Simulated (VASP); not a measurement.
Output of a VASP run:

### OSZICAR
```
       N       E                     dE             d eps       ncg     rms          rms(c)
DAV:   1     0.254226973870E+03    0.25423E+03   -0.16273E+04   280   0.277E+03
DAV:   2     0.277941108257E+01   -0.25145E+03   -0.24380E+03   302   0.471E+02
DAV:   3    -0.271789504702E+02   -0.29958E+02   -0.29783E+02   300   0.140E+02
DAV:   4    -0.281539017022E+02   -0.97495E+00   -0.97282E+00   394   0.282E+01
DAV:   5    -0.281626386377E+02   -0.87369E-02   -0.87363E-02   276   0.243E+00    0.114E+01
DAV:   6    -0.236677254426E+02    0.44949E+01   -0.15435E+01   450   0.606E+01    0.334E+00
DAV:   7    -0.238061720071E+02   -0.13845E+00   -0.21608E+00   300   0.107E+01    0.293E+00
DAV:   8    -0.238105174945E+02   -0.43455E-02   -0.30388E-01   354   0.100E+01    0.905E-01
DAV:   9    -0.237841838782E+02    0.26334E-01   -0.12527E-01   454   0.655E+00    0.307E-01
DAV:  10    -0.237852424995E+02   -0.10586E-02   -0.80108E-03   300   0.791E-01    0.811E-02
DAV:  11    -0.237852928940E+02   -0.50395E-04   -0.10269E-03   418   0.713E-01    0.163E-02
DAV:  12    -0.237853017055E+02   -0.88115E-05   -0.11919E-04   338   0.165E-01    0.119E-02
DAV:  13    -0.237853035597E+02   -0.18542E-05   -0.26315E-05   416   0.581E-02    0.210E-03
DAV:  14    -0.237853040106E+02   -0.45082E-06   -0.68587E-06   324   0.187E-02
   1 F= -.23785304E+02 E0= -.23785304E+02  d E =-.151956E-18
```

### OUTCAR
```
------------------------ aborting loop because EDIFF is reached ----------------------------------------
  FORCE on cell =-STRESS in cart. coord.  units (eV):
  Direction    XX          YY          ZZ          XY          YZ          ZX
  --------------------------------------------------------------------------------------
  Total        4.5250431      4.5250432      3.9692884      0.0000000      0.0000000      0.0000000
  in kB      169.2253533    169.2253587    148.4415116      0.0000000      0.0000000      0.0000000
  external PRESSURE =     162.2974079 kB  Pullay stress =       0.0000000 kB
  volume of cell :       42.84
      direct lattice vectors                 reciprocal lattice vectors
     3.120368000  0.000000000  0.000000000     0.320475021  0.185026337  0.000000000
    -1.560184000  2.702318000  0.000000000     0.000000000  0.370052673  0.000000000
     0.000000000  0.000000000  5.080724000     0.000000000  0.000000000  0.196822343
  FREE ENERGIE OF THE ION-ELECTRON SYSTEM (eV)
  ---------------------------------------------------
  free  energy   TOTEN  =       -23.7853040106 eV

  energy  without entropy=      -23.7853040106  energy(sigma->0) =      -23.78530401
```
(Selected blocks of OUTCAR.)

**POSCAR**
```
GaN
1
    3.1203680000     0.0000000000     0.0000000000
   -1.5601840000     2.7023180000     0.0000000000
    0.0000000000     0.0000000000     5.0807240000
Ga N
2 2
Direct
  0.6666670000   0.3333330000   0.4990800000
  0.3333330000   0.6666670000   0.9990800000
  0.6666670000   0.3333330000   0.8759200000
  0.3333330000   0.6666670000   0.3759200000
```

Problem. Reconstruct the remaining input files.

Solution. Several could match; the one computed here: the input of the run itself, PBE GGA, plane waves, VASP's PBE PAW potentials (set 64).

INCAR:
```
SYSTEM = GaN
PREC = Accurate; ENCUT = 400; LREAL = .False.
LASPH = .True.
EDIFF = 1E-6; NELM = 100; ALGO = Normal
LMAXMIX = 4
ISMEAR = 0; SIGMA = 0.01
GGA = PE
ISIF = 2
LWAVE = .False.; LCHARG = .False.
```

File KPOINTS:
```
Automatic
0
gamma
3 3 2
0 0 0
```

POTCAR, in this order: Ga_d N (PBE.64 set). Program: vasp_std.

At this cut-off the stress carries a Pulay error, which pulls relaxed volumes low.

The structure comes from a computed database's GaN entry; how it stands against other phases isn't given here. The cell was not relaxed at this level. The k-mesh is coarse (spacing up to 0.78 per Å, 2π included), so the numbers may not be converged in it. The run is one of a series of settings (KPOINTS 3×3×2 Γ-centred mesh against the base run), some of them coarse on purpose.
